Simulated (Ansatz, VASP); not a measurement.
# Re (Rhenium) in two plane-wave programs, part 2 of 2

Wanted: the spread between two codes on one cell, functional and k mesh. The cell is taken from a series of runs on this material, whose earlier steps may have relaxed, scaled, displaced or heated it; both programs get it as it stands.

VASP 6.6.1 and Ansatz 0.2.0.

So far: The starting structure; VASP: zone-centre phonons, PBEsol.

## (3) Ansatz: zone-centre phonons, PBEsol

Level of this step: Ansatz beside VASP: Kohn-Sham DFT, plane waves, PBEsol (Ansatz).

Ansatz runs on its PAW soft_1 files.

The same cell, functional, mesh and smearing now go to Ansatz, which takes its cutoff from its data sets.

The input, input.yaml:

```yaml
crystal:
  lattice:
    - [2.7834375365, 0.0, 0.0]
    - [-1.3917187682, 2.4105276164, 0.0]
    - [0.0, 0.0, 4.2637016844]
  atoms:
    - { symbol: Re, position: [0.3333333333, 0.6666666667, 0.25] }
    - { symbol: Re, position: [0.6666666667, 0.3333333333, 0.75] }
kpoints:
  mp_grid: { grid: [18, 18, 12] }
hamiltonian:
  xc: pbesol
  pseudopotentials: { kind: paw, azcp: { folder: soft_1 }, xc_functional: pbe }
scf:
  occupations: { method: methfessel_paxton, width: 0.2 }
output:
  eigenvalues: true
phonons:
  method: dfpt
```

Run with:

```sh
$ ansatz run input.yaml --threads 4 --pin off --max-ram 10240MiB --backend cpu --events-out ev --progress --plain --runs-dir out
```

Numbers of over 12 decimals in the logs are rounded to 6 here.

The program printed:

```text
zone centre: on kpoints.mp_grid the ground state, and the responses unless they are solved on pairs of k-points, stand on 637 of the mesh's 3888 k-points, reduced under 4 symmetry operations, with k and −k counted as one. Each operation leaves every solved displacement unchanged or reverses it
Engine: ansatz 0.2.0, x86_64-unknown-linux-gnu
Pseudopotentials: kind: paw
Pseudopotential: Re, paw, valence charge 15, recommended cutoff 420 eV (normal), soft_1/Re.paw.azcp
Functional definition: PBEsol
  exchange = pbesol_x
  correlation = pbesol_c
Crystal: 2 atoms, lattice volume = 28.608 Å³
Basis set: ecut = 420 eV, 567 PW (Γ), exchange–correlation on 40×40×60 points (8 copies of the dense FFT grid, shifted against one another)
Bands: 19, of which v1, the nominal top of the filled ones, is band 15 counted from 1 (14 counted from 0)
Symmetry: 24 space group operations
k-points: 637 of 3888 (irreducible under 4 space group operations, time reversal used)
Non-local potential: Re, projectors of the file, l = 0: 3, l = 1: 2, l = 2: 2, l = 3: 1
PAW form: soft (Blöchl's): semilocal exchange-correlation on the pseudo side does not see the compensation charge
PAW frozen core: Re, regenerated for the run's functional, and the local potential with it (the file was generated under x = pbe(κ = 0.804, μ = 0.219515), c = pbe(β = 0.066725))
PAW one-centre angular grid: Re, 590 points (default); XC on 64 Gauss nodes
Initial density: superposition of atomic densities (chi_scale 0.1, normalization cell)
Initial wavefunctions: pseudopotential atomic-orbital guess
Functional: x = pbesol(κ = 0.804, μ = 0.123457), c = pbesol(β = 0.046)
SCF iter   1: F=—  HF=-21477.060696 eV  |F-HF|=—  |Δ(HF+E_count)|=         —  Δρ=6.18e-2  dr2=9.85e-1  ethr=3.10e-3  ⟨swp⟩=4.7  Hψ=47936  notcnv=0
preconditioner: auto → none  [metal: Δε(μ)=0.004 eV  Ē_g=6.599 eV  σ=0.200 eV  W_gap=0.02  n_scr=8 (ndim 8)  ℏωp=26.0 eV  f_vac=0.000  D(μ)=1.74/eV (n_scr^D=22)  sad-step TF]
SCF iter   2: F=—  HF=-21476.789816 eV  |F-HF|=—  |Δ(HF+E_count)|=   2.71e-1  S|Δr|=    0.00e0  Δρ=3.60e-2  dr2=3.23e-1  ethr=3.10e-3  ⟨swp⟩=2.0  Hψ=19422  notcnv=0  defer=4
SCF iter   3: F=—  HF=-21476.664014 eV  |F-HF|=—  |Δ(HF+E_count)|=   1.26e-1  S|Δr|=    0.00e0  Δρ=1.77e-3  dr2=3.37e-4  ethr=1.08e-3  ⟨swp⟩=3.0  Hψ=23522  notcnv=0  defer=4
SCF iter   4: F=—  HF=-21476.664297 eV  |F-HF|=—  |Δ(HF+E_count)|=   2.82e-4  S|Δr|=    0.00e0  Δρ=2.32e-4  dr2=1.78e-5  ethr=1.12e-6  ⟨swp⟩=2.1  Hψ=17505  notcnv=0  defer=4
SCF iter   5: F=—  HF=-21476.664290 eV  |F-HF|=—  |Δ(HF+E_count)|=   6.91e-6  S|Δr|=    0.00e0  Δρ=3.61e-5  dr2=2.55e-7  ethr=5.93e-8  ⟨swp⟩=2.0  Hψ=16511  notcnv=0  defer=4
SCF iter   6: F=—  HF=-21476.664290 eV  |F-HF|=—  |Δ(HF+E_count)|=   5.20e-8  S|Δr|=    0.00e0  Δρ=8.21e-6  dr2=1.32e-8  ethr=8.52e-10  ⟨swp⟩=2.9  Hψ=23220  notcnv=0  defer=4
SCF iter   7: F=—  HF=-21476.664290 eV  |F-HF|=—  |Δ(HF+E_count)|=  2.26e-10  S|Δr|=    0.00e0  Δρ=1.19e-6  dr2=2.13e-10  ethr=4.41e-11  ⟨swp⟩=2.2  Hψ=16527  notcnv=0  defer=4
SCF iter   8: F=-21476.664290 eV  HF=-21476.664290 eV  |F-HF|=2.55e-11  |Δ(HF+E_count)|=  3.64e-12  S|Δr|=    0.00e0  Δρ=1.06e-7  dr2=1.78e-12  ethr=1.00e-12  ⟨swp⟩=5.8  Hψ=51759  notcnv=0
SCF 1 converged in 8 iterations: F = -21476.664290 eV  dr2 = 1.78e-12
  greatest PAW one-centre occupation: 0.999 electrons in one spin orbital (limit 2), on the Re atom at site 1 (counted from 0), in its partial waves of l = 0
DFPT response loops at Γ: preconditioner auto → Kerker (q_TF=auto, 2.750 Å⁻¹) (partly filled bands, converged f_vac=0.000); β = 1.00, the filter's whole step (`scf.mixing.beta` (0.50) is not read by the response loops under this deck's `scf.mixing.preconditioner`; to damp them name `kerker` or `kerker_dos`, under which they read `scf.mixing.beta`, and type it under 1.00, their step now; both keys bind the ground state too); Broyden in place of MSR1
SCF converged after 8 iterations
Stability not checked: this state was not tested for a lower state beside it, because cold or Methfessel-Paxton smearing, or corrected tetrahedra, fill the levels in a way that the test cannot read (fill_not_monotonic; see scf.lower_state_search)
Free energy (F): -21476.664290 eV
Harris-Foulkes:  -21476.664290 eV  (|F-HF|=2.55e-11)
Internal energy: -21476.665354 eV  (E = F + TS)
E sigma→0 (E₀):  -21476.664556 eV
Entropy (-TS):   0.001064 eV (0.532 meV/atom)
Fermi energy:    24.604884 eV
--- Per-component energies (eV) ---
  E_band       = -123.668327
  E_kinetic    = 1050.293867
  E_local      = -1506.214959  (includes V_loc(G=0)·N_el)
  E_nonlocal   = 165.605413
  E_hartree    = 528.312441
  E_xc         = -709.987221
  E_vxc        = -581.976115  (∫ρ·V_xc dr)
  E_paw        = -17152.458425  (= ΣΔE_a)
  E_vpaw       = -308.001575  (= ΣTr[D̂ρ^β])
  E_aug_tail   = 0.000112  (compensation charges beyond the density's cutoff)
  E_ewald      = -3852.683233
  E_core_change = 0.466653  (= ΣΔE_core)
  E_smearing   = 0.001064  (= −TS)
  E_closure    = 0.000000  (closes the sum)
  Σ components = -21476.664290   (vs F -21476.664290, Δ=0.00e0)
--- Band table (eV; the first three rows and the last of 637) ---
  k-point 0: bands = [... 11 lower, 22.8786, 23.6737, 23.9245, 23.9245, 24.3491, 24.3491, 25.9819, 28.1359]
  k-point 1: bands = [... 11 lower, 22.7943, 23.6069, 23.8455, 23.8455, 24.5278, 24.5278, 25.6973, 28.1742]
  k-point 2: bands = [... 11 lower, 22.6327, 23.4185, 23.6359, 23.6359, 24.9671, 24.9671, 24.9815, 28.2497]
  k-point 636: bands = [... 11 lower, 21.3015, 22.4311, 22.4311, 24.4524, 24.4524, 28.7688, 28.7688, 31.0267]
--- Phonons (Γ-DFPT): 2 representative perturbations + reference, on 637 of 3888 k-points (Σ response iterations 5) ---
  k mesh reduced under 4 symmetry operations, with k and −k counted as one. Each operation leaves every solved displacement unchanged or reverses it
  ASR residual: 1.176e-4 → 0.000e0 eV/Å²; symmetrization residual: 8.506e-10 eV/Å²
  ASR residual per site (eV/Å²): 1.18e-4 1.18e-4
  Γ frequencies (cm⁻¹): 0.00 0.00 0.00 129.60 129.60 155.74
  non-analytic LO–TO correction: not included (Born effective charges unavailable; polar crystals: no LO–TO splitting at Γ)
```

In the SCF lines HF is the Harris–Foulkes energy and dr2 the Hartree energy of the density residual, in eV; the loop may stop once dr2 is under the threshold and the program's other checks hold. Hψ counts applications of the Hamiltonian.

## (4) Comparison

Known differences besides the potentials themselves: the data sets hold 30 valence electrons in Ansatz (on its PAW soft_1 files) and 14 in VASP; the cutoff is 420 eV in Ansatz and 600 eV in VASP; Ansatz makes its cores anew for this functional, VASP keeps those of its PBE data sets. Total energies have different zeros and are not compared.

Both answers:

| quantity | Ansatz | VASP | difference |
| --- | --- | --- | --- |
| optical mode 1 to 2 (cm⁻¹) | 129.6 | 128.5 | +0.89 % |
| optical mode 3 (cm⁻¹) | 155.7 | 151.3 | +2.95 % |

Modes are paired by rising frequency, not by their patterns, so a pair may set unlike modes beside each other; they are those without the splitting of longitudinal modes.

## (5) Outcome

* r.m.s. difference of the optical zone-centre modes, each program's sorted by frequency (zone-centre phonons, PBEsol): 2.7 cm⁻¹
* difference in optical mode 3 (zone-centre phonons, PBEsol): +3.0 %

What this shows: The r.m.s. difference of the optical zone-centre modes, each program's sorted by frequency is 2.7 cm⁻¹ (zone-centre phonons, PBEsol). The data sets hold unlike numbers of valence electrons (30 in Ansatz and 14 in VASP), so part of the differences comes from the potentials. Among the rows given in per cent, the largest difference of the zone-centre phonons, PBEsol pair is in optical mode 3, +3.0 %. Such differences can come from data sets, numerical settings and the points named under the comparisons, not from the functional's error against experiment.

[Lines on the potential files, build, host, timing and source positions are cut from VASP's logs without a mark.]

[Logs are printed without paths, hosts, clocks, repeated set-up lines and the standing remarks that a program may print on its own settings, such as how far it seeks lower states.]

[Hosts, paths, dates, database ids (printed as entryN), source tags and the programs' standing remarks are cut or masked in the printed files.]
